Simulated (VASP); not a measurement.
# TcSe2 (R-3m) in VASP: further runs, part 2 of 2

VASP 6.6.1. The steps go on from the part before.

### Step 4. Single point, r2SCAN+U, collinear spin, ferromagnetic start

File INCAR:

```
SYSTEM = TcSe2
PREC = Accurate ; ENCUT = 520
EDIFF = 1E-6 ; ISMEAR = 0
SIGMA = 0.05 ; LREAL = .False.
LASPH = .True. ; NELM = 80
ALGO = Normal ; ISIF = 2
LWAVE = .False. ; LCHARG = .False.
ISPIN = 2 ; MAGMOM = 0.5 0 0
LORBIT = 11 ; NUPDOWN = 2
LMAXMIX = 4 ; LDAU = .True.
LDAUTYPE = 2 ; LDAUL = 2 -1
LDAUU = 7 0 ; LDAUJ = 0 0
LDAUPRINT = 1 ; METAGGA = R2SCAN
LMIXTAU = .True. ; NBANDS = 24
```

File KPOINTS:

```
regular mesh
0
Gamma
  6 6 6
  0 0 0
```

File POSCAR:

```
TcSe2
1.0
    1.9284189500      1.1133732000      5.8303367600
   -1.9284189500      1.1133732000      5.8303367600
    0.0000000000     -2.2267463900      5.8303367600
Tc Se
1 2
Direct
    0.0000000000      0.0000000000      0.0000000000
    0.2520000000      0.2520000000      0.2520000000
    0.7480000000      0.7480000000      0.7480000000
```

Started as:

```
cat potpaw_PBE.64/Tc_pv/POTCAR potpaw_PBE.64/Se/POTCAR > POTCAR
mpirun -np 1 vasp_std > vasp.out
```

Run time: 15 min. Hardware: 1 thread of Intel Xeon Platinum 8559C (Emerald Rapids), shared host; peak memory 0.49 GiB.

It converged, with:

- Free energy: -49.4117 eV
- Pressure: -2.7 GPa
- Largest force: 0.145 eV/Å
- Net moment: 2.00 μB per cell
- Site moments: Tc +3.11; Se -0.37 μB
- Valence electrons inside the program's atomic spheres: Tc 11.51; Se 3.83

Forces on the atoms (eV/Å):
```
Tc   0.000  0.000  0.000
Se   0.000  0.000  0.145
Se   0.000  0.000 -0.145
```

Stress tensor (GPa, compression positive):
```
-4.20  0.00  0.00
 0.00 -4.20  0.00
 0.00  0.00  0.34
```

Eigenvalues of the final occupation matrices:
```csv
site,spin,trace,eigenvalues
site 1 d,1,3.97,0.60 0.60 0.92 0.92 0.92
site 1 d,2,0.93,0.05 0.11 0.11 0.33 0.33
```

Caveat: the moment is held away from its start; the PAW data sets were made with another functional, which shifts forces and pressure a little; the total moment is fixed, so each spin has its own Fermi level.

### Step 5. Single point, PBEsol+U, collinear spin, ferromagnetic start

File INCAR:

```
SYSTEM = TcSe2
  PREC = Accurate
  ENCUT = 520
  EDIFF = 1E-6
  ISMEAR = 0
  SIGMA = 0.05
  LREAL = .FALSE.
  LASPH = .TRUE.
  NELM = 80
  ALGO = Normal
  ISIF = 2
  LWAVE = .FALSE.
  LCHARG = .FALSE.
  ISPIN = 2
  MAGMOM = 0.5 0 0
  LORBIT = 11
  LMAXMIX = 4
  LDAU = .TRUE.
  LDAUTYPE = 2
  LDAUL = 2 -1
  LDAUU = 3 0
  LDAUJ = 0 0
  LDAUPRINT = 1
  GGA = PS
```

File KPOINTS:

```
regular mesh
0
G
  6 6 6
  0 0 0
```

POSCAR is that of step 4.

Started as:

```
cat potpaw_PBE.64/Tc_pv/POTCAR potpaw_PBE.64/Se/POTCAR > POTCAR
mpirun -np 1 vasp_std > vasp.out
```

Wall time 1.8 min (1 thread of Intel Xeon Platinum 8559C (Emerald Rapids), shared host); peak memory 0.42 GiB.

The run converged. Its results:

- Free energy: -16.2322 eV
- Pressure: -6.2 GPa
- Largest force: 0.545 eV/Å
- Band gap on the k mesh: none (metal or under the smearing width)
- Net moment: 2.99 μB per cell
- Site moments: Tc +2.94; Se -0.04 μB
- Valence electrons inside the program's atomic spheres: Tc 11.47; Se 3.79

Forces in eV/Å, atoms in the order of the input:
```
Tc   0.000  0.000  0.000
Se   0.000  0.000  0.545
Se   0.000  0.000 -0.545
```

Stress tensor (GPa, compression positive):
```
-7.76  0.00  0.00
 0.00 -7.76  0.00
 0.00  0.00 -2.97
```

Levels at points of the mesh, in eV from the Fermi level:
Spin up:
| k point | band 12 | band 13 | band 14 | band 15 | band 16 |
| --- | --- | --- | --- | --- | --- |
| (0.00, 0.00, 0.00) | -0.48 | -0.48 | 0.14 | 1.92 | 1.92 |
| (0.50, 0.00, 0.00) | -2.34 | -2.24 | -1.87 | 1.19 | 1.52 |
| (0.50, 0.50, 0.00) | -2.66 | -2.21 | -1.46 | 2.13 | 2.18 |
| (0.50, 0.50, 0.50) | -1.64 | -0.73 | -0.73 | 2.14 | 2.14 |
Spin down:
| k point | band 7 | band 8 | band 9 | band 10 | band 11 | band 12 | band 13 | band 14 | band 15 | band 16 |
| --- | --- | --- | --- | --- | --- | --- | --- | --- | --- | --- |
| (0.00, 0.00, 0.00) | -3.54 | -3.54 | -0.47 | -0.47 | 0.10 | 0.33 | 0.33 | 1.31 | 2.95 | 2.95 |
| (0.50, 0.00, 0.00) | -3.64 | -3.31 | -3.29 | -2.16 | -1.78 | 0.42 | 1.12 | 1.36 | 2.72 | 2.76 |
| (0.50, 0.50, 0.00) | -4.14 | -3.12 | -2.27 | -2.14 | -1.42 | -0.02 | 1.17 | 1.41 | 3.25 | 3.29 |
| (0.50, 0.50, 0.50) | -3.46 | -3.46 | -2.21 | -0.72 | -0.72 | 0.32 | 0.32 | 1.18 | 3.19 | 3.19 |

Eigenvalues of the final occupation matrices:
| site | spin | trace | eigenvalues |
| --- | --- | --- | --- |
| site 1 d | 1 | 3.83 | 0.58 0.58 0.89 0.89 0.89 |
| site 1 d | 2 | 0.99 | 0.08 0.09 0.09 0.36 0.36 |

Caveat: the PAW data sets were made with another functional, which shifts forces and pressure a little. The state reached can hang on the start; a lower one may exist.

### Step 6. Single point, PBEsol+U, collinear spin, ferromagnetic start

Changes to INCAR since step 5:

```diff
@@ -8,3 +8,3 @@
   LASPH = .TRUE.
-  NELM = 80
+  NELM = 100
   ALGO = Normal
@@ -24 +24,2 @@
   GGA = PS
+  NBANDS = 24
```

KPOINTS is that of step 5.

POSCAR is that of step 5.

Potentials or basis: VASP PAW PBE potentials, release 64 (Tc_pv, Se).

Started as:

```
cat potpaw_PBE.64/Tc_pv/POTCAR potpaw_PBE.64/Se/POTCAR > POTCAR
mpirun -np 1 vasp_std > vasp.out
```

OUTCAR:

```text
SYSTEM = TcSe2
   PREC = Accurate
   ENCUT = 520
   EDIFF = 1E-6
   ISMEAR = 0
   LREAL = .FALSE.
   LASPH = .TRUE.
   NELM = 100
   ISIF = 2
   ISPIN = 2
   LORBIT = 11
   GGA = PS

 ion  position               nearest neighbor table
   1  0.000  0.000  0.000-   3 2.64   2 2.64   3 2.64   3 2.64   2 2.64   2 2.64
   2  0.252  0.252  0.252-   1 2.64   1 2.64   1 2.64
   3  0.748  0.748  0.748-   1 2.64   1 2.64   1 2.64

  LATTYP: Found a trigonal (rhomboedric) cell.
 ALAT       =     6.2410917526
 COS(alpha) =     0.8090535272

  Lattice vectors:

 A1 = (   1.9284189500,   1.1133732000,   5.8303367600)
 A2 = (  -1.9284189500,   1.1133732000,   5.8303367600)
 A3 = (   0.0000000000,  -2.2267463900,   5.8303367600)

Analysis of symmetry for initial positions (statically):
=====================================================================
 Subroutine PRICEL returns:
 Original cell was already a primitive cell.

 Routine SETGRP: Setting up the symmetry group for a
 trigonal (rhombohedral) supercell.

 Subroutine GETGRP returns: Found 12 space group operations
 (whereof 12 operations were pure point group operations)
 out of a pool of 12 trial point group operations.

The static configuration has the point symmetry D_3d.

Analysis of symmetry for dynamics (positions and initial velocities):
=====================================================================
 Subroutine PRICEL returns:
 Original cell was already a primitive cell.

 Routine SETGRP: Setting up the symmetry group for a
 trigonal (rhombohedral) supercell.

 Subroutine GETGRP returns: Found 12 space group operations
 (whereof 12 operations were pure point group operations)
 out of a pool of 12 trial point group operations.

The dynamic configuration has the point symmetry D_3d.

Analysis of structural, dynamic, and magnetic symmetry:
=====================================================================
 Subroutine PRICEL returns:
 Original cell was already a primitive cell.

 Routine SETGRP: Setting up the symmetry group for a
 trigonal (rhombohedral) supercell.

 Subroutine GETGRP returns: Found 12 space group operations
 (whereof 12 operations were pure point group operations)
 out of a pool of 12 trial point group operations.

The overall configuration has the point symmetry D_3d.

 Subroutine INISYM returns: Found 12 space group operations
 (whereof 12 operations are pure point group operations),
 and found     1 'primitive' translations

----------------------------------------------------------------------------------------

                                     Primitive cell

  volume of cell :      75.1081

[... 121 lines left out ...]
   AEXX    =    0.0000 exact exchange contribution
   IVDW    =     0    specifies the selected vdW correction
   LEPSILON=     F    determine dielectric tensor
   LRPA    =     F    only Hartree local field effects (RPA)
 spin polarized calculation
 Gauss-broadening in eV      SIGMA  =   0.05
  energy-cutoff  :      520.00
  volume of cell :       75.11
 maximum number of plane-waves:      2040
 NGX is ok and might be reduce to    48
   NGX = 23   NGY = 23   NGZ = 23

atom =   1  type =  1  l = 2

 onsite density matrix

spin component  1

  0.7811  0.0000 -0.0000 -0.1475 -0.0000
  0.0000  0.6894  0.0000 -0.0000 -0.1475
 -0.0000  0.0000  0.8906 -0.0000 -0.0000
 -0.1475 -0.0000 -0.0000  0.6894  0.0000
 -0.0000 -0.1475 -0.0000  0.0000  0.7811

spin component  2

  0.1907  0.0000 -0.0000  0.1335 -0.0000
  0.0000  0.2620 -0.0000  0.0000  0.1335
 -0.0000 -0.0000  0.0797  0.0000 -0.0000
  0.1335  0.0000  0.0000  0.2620  0.0000
 -0.0000  0.1335 -0.0000  0.0000  0.1907

 occupancies and eigenvectors

  o =  0.0797  v =  0.0000  0.0000  0.0000  0.0000  0.0000  0.0000 -0.0000  1.0000  0.0000  0.0000      0.0000  0.0000  0.0000  0.0000  0.0000  0.0000  0.0000  0.0000  0.0000  0.0000
  o =  0.0882  v =  0.0000  0.0000  0.0000  0.0000  0.0000  0.0000 -0.6091 -0.0000  0.0000  0.7931      0.0000  0.0000  0.0000  0.0000  0.0000  0.0000  0.0000  0.0000  0.0000  0.0000
  o =  0.0882  v =  0.0000  0.0000  0.0000  0.0000  0.0000 -0.7931  0.0000 -0.0000  0.6091 -0.0000      0.0000  0.0000  0.0000  0.0000  0.0000  0.0000  0.0000  0.0000  0.0000  0.0000
  o =  0.3645  v =  0.0000  0.0000  0.0000  0.0000  0.0000  0.0000  0.7931 -0.0000  0.0000  0.6091      0.0000  0.0000  0.0000  0.0000  0.0000  0.0000  0.0000  0.0000  0.0000  0.0000
  o =  0.3645  v =  0.0000  0.0000  0.0000  0.0000  0.0000 -0.6091  0.0000  0.0000 -0.7931  0.0000      0.0000  0.0000  0.0000  0.0000  0.0000  0.0000  0.0000  0.0000  0.0000  0.0000
  o =  0.5808  v = -0.0000  0.8053  0.0000 -0.0000  0.5929  0.0000  0.0000  0.0000  0.0000  0.0000      0.0000  0.0000  0.0000  0.0000  0.0000  0.0000  0.0000  0.0000  0.0000  0.0000
  o =  0.5808  v =  0.5929  0.0000  0.0000  0.8053  0.0000  0.0000  0.0000  0.0000  0.0000  0.0000      0.0000  0.0000  0.0000  0.0000  0.0000  0.0000  0.0000  0.0000  0.0000  0.0000
  o =  0.8897  v =  0.0000  0.5929 -0.0000 -0.0000 -0.8053  0.0000  0.0000  0.0000  0.0000  0.0000      0.0000  0.0000  0.0000  0.0000  0.0000  0.0000  0.0000  0.0000  0.0000  0.0000
  o =  0.8897  v =  0.8053 -0.0000  0.0000 -0.5929  0.0000  0.0000  0.0000  0.0000  0.0000  0.0000      0.0000  0.0000  0.0000  0.0000  0.0000  0.0000  0.0000  0.0000  0.0000  0.0000
  o =  0.8906  v =  0.0000  0.0000  1.0000 -0.0000 -0.0000  0.0000  0.0000  0.0000  0.0000  0.0000      0.0000  0.0000  0.0000  0.0000  0.0000  0.0000  0.0000  0.0000  0.0000  0.0000

 number of electron      24.9999999 magnetization       2.9905599

 Free energy of the ion-electron system (eV)
  ---------------------------------------------------
  ext. energy  EPLUGINS =         0.00000000
  ---------------------------------------------------
  free energy    TOTEN  =       -16.23215639 eV

  energy without entropy =      -16.23197659  energy(sigma->0) =      -16.23206649

 E-fermi :   4.0844     XC(G=0):  -9.7194

 val. band max:        4.0691958651   @ k =   0.5000   0.5000  -0.0000
 cond. band min:       4.1891714639   @ k =   0.0000   0.0000   0.0000
 fundamental gap:      0.1199755988
 Fermi energy:         4.0843708275

 spin component 1

 k-point     1 :       0.0000    0.0000    0.0000
  band No.  band energies     occupation
      1     -36.7761      1.00000
      2     -36.7373      1.00000
      3     -36.7373      1.00000
      4      -9.7269      1.00000
      5      -8.2041      1.00000
      6      -1.8160      1.00000
[... 1289 lines left out ...]
     23      15.1334      0.00000
     24      17.1083      0.00000

 [... further k-points ...]

------------------------ aborting loop because EDIFF is reached ----------------------------------------

  FORCE on cell =-STRESS in cart. coord.  units (eV):
  Direction    XX          YY          ZZ          XY          YZ          ZX
  --------------------------------------------------------------------------------------
  -------------------------------------------------------------------------------------
  Total       -3.6380811     -3.6380811     -1.3919076      0.0000000     -0.0000000      0.0000000
  in kB      -77.6061106    -77.6061102    -29.6916236      0.0000000     -0.0000000      0.0000000
  external PRESSURE =     -61.6346148 kB  Pullay stress =       0.0000000 kB

 VOLUME and BASIS-vectors are now :
 -----------------------------------------------------------------------------
  energy-cutoff  :      520.00
  volume of cell :       75.11
      direct lattice vectors                 reciprocal lattice vectors
     1.928418950  1.113373200  5.830336760     0.259279759  0.149695239  0.057172226
    -1.928418950  1.113373200  5.830336760    -0.259279759  0.149695239  0.057172226
     0.000000000 -2.226746390  5.830336760     0.000000000 -0.299390478  0.057172227

 POSITION                                       TOTAL-FORCE (eV/Angst)
 -----------------------------------------------------------------------------------
      0.00000      0.00000      0.00000         0.000000     -0.000000     -0.000000
      0.00000      0.00000      4.40773         0.000000      0.000000      0.544730
      0.00000      0.00000     13.08328         0.000000     -0.000000     -0.544730
 -----------------------------------------------------------------------------------
    total drift:                               -0.000000      0.000000     -0.000000

  FREE ENERGIE OF THE ION-ELECTRON SYSTEM (eV)
  ---------------------------------------------------
  free  energy   TOTEN  =       -16.2321563942 eV

  energy  without entropy=      -16.2319765928  energy(sigma->0) =      -16.23206649

 total charge

# of ion       s       p       d       tot
------------------------------------------
    1        0.338   6.355   4.778  11.471
    2        1.473   2.287   0.033   3.792
    3        1.473   2.287   0.033   3.792
--------------------------------------------------
tot          3.283  10.928   4.843  19.055

 magnetization (x)

# of ion       s       p       d       tot
------------------------------------------
    1        0.052   0.057   2.833   2.942
    2        0.003  -0.054   0.006  -0.044
    3        0.003  -0.054   0.006  -0.044
--------------------------------------------------
tot          0.059  -0.050   2.845   2.854
```

stdout:

```text
POSCAR found type information on POSCAR TcSe
 POSCAR found :  2 types and       3 ions
 scaLAPACK will be used
 -----------------------------------------------------------------------------
|                                                                             |
|                                                                             |
|     You enforced a specific xc type in the INCAR file but a different       |
|     I HOPE YOU KNOW WHAT YOU ARE DOING!                                     |
|                                                                             |
 -----------------------------------------------------------------------------

 LDA part: xc-table for (Slater+PW92), standard interpolation
 POSCAR, INCAR and KPOINTS ok, starting setup
 FFT: planning ... GRIDC
 FFT: planning ... GRID_SOFT
 FFT: planning ... GRID
 WAVECAR not read
 entering main loop
```

Run time: 2.5 min. Hardware: 1 thread of Intel Xeon Platinum 8559C (Emerald Rapids), shared host; peak memory 0.44 GiB.

What came out:

| Quantity | Value |
| --- | --- |
| Free energy | -16.2322 eV |
| Pressure | -6.2 GPa |
| Largest force | 0.545 eV/Å |
| Band gap on the k mesh | none (metal or under the smearing width) |
| Net moment | 2.99 μB per cell |
| Site moments | Tc +2.94; Se -0.04 μB |
| Valence electrons inside the program's atomic spheres | Tc 11.47; Se 3.79 |

Forces in eV/Å, atoms in the order of the input:
```
Tc   0.000  0.000  0.000
Se   0.000  0.000  0.545
Se   0.000  0.000 -0.545
```

Eigenvalues of the final occupation matrices:
```
    site  spin  trace               eigenvalues
site 1 d     1   3.83  0.58 0.58 0.89 0.89 0.89
site 1 d     2   0.99  0.08 0.09 0.09 0.36 0.36
```

Caveat: the PAW data sets were made with another functional, which shifts forces and pressure a little. The state reached can hang on the start; a lower one may exist.

### Step 7. Overview

| level | spin | U | fixed moment (μB) | gap on the mesh (eV) | pressure (GPa) | moment (μB) | largest force (eV/Å) |
| --- | --- | --- | --- | --- | --- | --- | --- |
| r2SCAN+U | collinear, zero start | Tc d U = 7 eV | - | none | -9.7 | 0.00 | 0.77 |
| r2SCAN+U | collinear, random start | Tc d U = 7 eV | - | none | 1.6 | 3.00 | 0.22 |
| r2SCAN+U | collinear, ferromagnetic start | Tc d U = 7 eV | 2 | - | -2.7 | 2.00 | 0.14 |
| PBEsol+U | collinear, ferromagnetic start | Tc d U = 3 eV | - | none | -6.2 | 2.99 | 0.54 |

Alike in all rows: task single point; potentials or basis VASP PAW PBE potentials, release 64 (Tc_pv, Se); cell as given; k mesh 6 × 6 × 6; cutoff (eV) 520; smearing gaussian 0.05 eV.

Every run on the cell as given and a fine mesh finds a metal. The pressure there spans -9.7 GPa (r2SCAN+U) to 1.6 GPa (r2SCAN+U); a positive pressure means that this level wants a larger cell, a negative one a smaller.

Caveats: the PAW data sets were made with another functional, which shifts forces and pressure a little; the moment is held away from its start (some runs); the total moment is fixed, so each spin has its own Fermi level (some runs).

Total energies depend on the potentials used, so only differences within one code and one set of settings carry meaning.
